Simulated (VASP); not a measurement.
A VASP calculation is set up with these files.

**KPOINTS**
```
Automatic mesh
0
Gamma
9 9 9
0 0 0
```

File POSCAR:
```
SrVO3
1
    3.8607586656     0.0000000000     0.0000000000
    0.0000000000     3.8607586656     0.0000000000
    0.0000000000     0.0000000000     3.8607586656
Sr V O
1 1 3
Direct
  0.0000000000   0.0000000000   0.0000000000
  0.5000000000   0.5000000000   0.5000000000
  0.5000000000   0.0000000000   0.5000000000
  0.0000000000   0.5000000000   0.5000000000
  0.5000000000   0.5000000000   0.0000000000
```

**INCAR**
```
! general
SYSTEM  = SrVO3
PREC    = Accurate
ENCUT   = 520
LREAL   = .FALSE.
LASPH   = .TRUE.

! electronic loop
EDIFF   = 1E-7
NELM    = 100
ALGO    = Normal
LMAXMIX = 4

! smearing
ISMEAR  = -5

! functional
GGA     = 91

! ions
ISIF    = 2

! output
LWAVE   = .FALSE.
LCHARG  = .TRUE.
LORBIT  = 11
NEDOS   = 601

! other
LEFG    = .TRUE.
```

POTCAR, in this order: Sr_sv V_sv O (PBE.64 set). Program: vasp_std.

Problem. Translate this PW91 calculation to Quantum ESPRESSO's pw.x.

Solution. One equivalent input (not run):
```
&CONTROL
  calculation = 'scf'
  pseudo_dir = './pseudo'
  outdir = './out'
  tprnfor = .true.
  tstress = .true.
/
&SYSTEM
  ibrav = 0
  nat = 5
  ntyp = 3
  ecutwfc = 84
  occupations = 'tetrahedra'
  input_dft = 'pw91'
/
&ELECTRONS
  conv_thr = 7.3e-09
  electron_maxstep = 100
/
ATOMIC_SPECIES
  Sr 87.620 Sr.upf
  V 50.941 V.upf
  O 15.999 O.upf
CELL_PARAMETERS angstrom
     3.8607587    0.0000000    0.0000000
     0.0000000    3.8607587    0.0000000
     0.0000000    0.0000000    3.8607587
ATOMIC_POSITIONS crystal
  Sr   0.0000000  0.0000000  0.0000000
  V    0.5000000  0.5000000  0.5000000
  O    0.5000000  0.0000000  0.5000000
  O    0.0000000  0.5000000  0.5000000
  O    0.5000000  0.5000000  0.0000000
K_POINTS automatic
  9 9 9 0 0 0
```
Limits of the translation: the potentials are each code's own (VASP's PAW set, PseudoDojo norm-conserving files in pw.x), so ENCUT and ecutwfc are chosen apart and not converted; conv_thr bounds pw.x's estimated SCF error, while EDIFF bounds the energy change between steps; the field gradients of LEFG aren't asked of the other code.

The compound is SrVO3 in the cubic perovskite structure. It was relaxed first.
